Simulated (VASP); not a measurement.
Wanted: the native input for a VASP 6.6.1 run.

```
Task                   : relaxation of cell and atoms
Functional             : PBE
Potentials or basis    : VASP PAW PBE potentials, release 64 (W_sv, S)
Cutoff                 : 600 eV
k mesh                 : 12 × 12 × 3
Occupations            : gaussian, width 0.03 eV
Spin                   : no spin polarisation
Further INCAR settings : ALGO = Normal; EDIFF = 1e-07; IBRION = 2; EDIFFG = -0.005; NSW = 90; ISIF = 3
```

The structure of WS2 lies in POSCAR:

```
WS2                                     
1.0
    3.1885959273      0.0000000000      0.0000000000
   -1.5942979636      2.7614050714      0.0000000000
   -0.0000000000      0.0000000000     14.0731052365
  W               S             
     2     4
Direct
     0.3333333300000021    0.6666666699999979    0.2500000000000000
     0.6666666699999979    0.3333333300000021    0.7500000000000000
     0.3333333300000021    0.6666666699999979    0.6383814384044788
     0.6666666699999979    0.3333333300000021    0.1383814384044789
     0.3333333300000021    0.6666666699999979    0.8616185615955212
     0.6666666699999979    0.3333333300000021    0.3616185615955211
```

These files were run (other wordings do the same):

INCAR

```
SYSTEM = WS2
PREC = Accurate
ENCUT = 600
EDIFF = 1E-7
ISMEAR = 0
SIGMA = 0.03
LREAL = .False.
LASPH = .True.
NELM = 80
ALGO = Normal
ISIF = 3
LWAVE = .False.
LCHARG = .False.
GGA = PE
IBRION = 2
NSW = 90
EDIFFG = -0.005
KPAR = 2
```

KPOINTS

```
regular mesh
0
Gamma
  12 12 3
  0 0 0
```

Potentials or basis: VASP PAW PBE potentials, release 64 (W_sv, S).

Launch:

```console
$ cat potpaw_PBE.64/W_sv/POTCAR potpaw_PBE.64/S/POTCAR > POTCAR
$ mpirun -np 2 vasp_std > vasp.out
```

It gave:

The relaxed volume is 21.30 Å³/atom. The relaxed cell is a = 3.188 Å, b = 3.188 Å, c = 14.519 Å, α = 90.00°, β = 90.00°, γ = 120.00°, the space group after relaxing (to 0.05 Å) is P6_3/mmc (No. 194) and the energy gained by relaxing is 0.3 meV/atom. The ionic steps are 29 and the pressure after relaxing is 0.0 GPa. The band gap on the k mesh is 1.60 eV, indirect (least direct gap 1.79 eV).

Caveat: spin-orbit coupling is left out, which moves the levels of the heavy elements; an odd mesh through Γ misses points on the zone boundary, where band edges often lie; this functional lacks dispersion, which binds the layers, so the pressure and a relaxed spacing across them are unreliable.

It took 11 min on 2 MPI ranks on Intel(R) Xeon(R) 6975P-C (Granite Rapids), with other jobs on the host, peak memory 0.38 GiB a rank.
